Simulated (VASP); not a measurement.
Computed with PBEsol GGA, VASP's PBE PAW potentials (set 64) (plane waves; VASP).

VASP ran on this input.

POSCAR:
```
MoS2
1
    1.5049570607    -2.6066609694     0.0000000000
    1.5049570607     2.6066609694     0.0000000000
    0.0000000000     0.0000000000    10.9855283921
Mo S
2 4
Direct
  0.3333330000   0.6666670000   0.2500000000
  0.6666670000   0.3333330000   0.7500000000
  0.3333330000   0.6666670000   0.8932118290
  0.6666670000   0.3333330000   0.3932118290
  0.6666670000   0.3333330000   0.1067881710
  0.3333330000   0.6666670000   0.6067881710
```

### KPOINTS
```
Automatic mesh
0
Gamma
8 8 2
0 0 0
```

INCAR:
```
ALGO=Normal
EDIFF=1E-6
EDIFFG=-0.02
ENCUT=500
GGA=PS
IBRION=2
ISIF=3
ISMEAR=0
LASPH=.True.
LCHARG=.False.
LMAXMIX=4
LREAL=.False.
LWAVE=.False.
NELM=100
NSW=40
PREC=Accurate
PSTRESS=300
SIGMA=0.05
SYSTEM=MoS2
```

POTCAR, in this order: Mo_sv S (PBE.64 set). Program: vasp_std.

### Question
What will the output report for the number of irreducible k-points (NKPTS), largest plane-wave count, number of space-group operations, FFT grid (NGX, NGY, NGZ)?

### Answer

- number of irreducible k-points (NKPTS): 20
- largest plane-wave count: 2248
- number of space-group operations: 24
- FFT grid (NGX, NGY, NGZ): 24 × 24 × 80

The compound is MoS2 in the 2H layered structure. This run relaxes it under an external pressure of 30 GPa. Symmetry was kept, so distortions that lower it aren't found. The k-mesh is coarse (spacing up to 0.31 per Å, 2π included), so the numbers may not be converged in it.
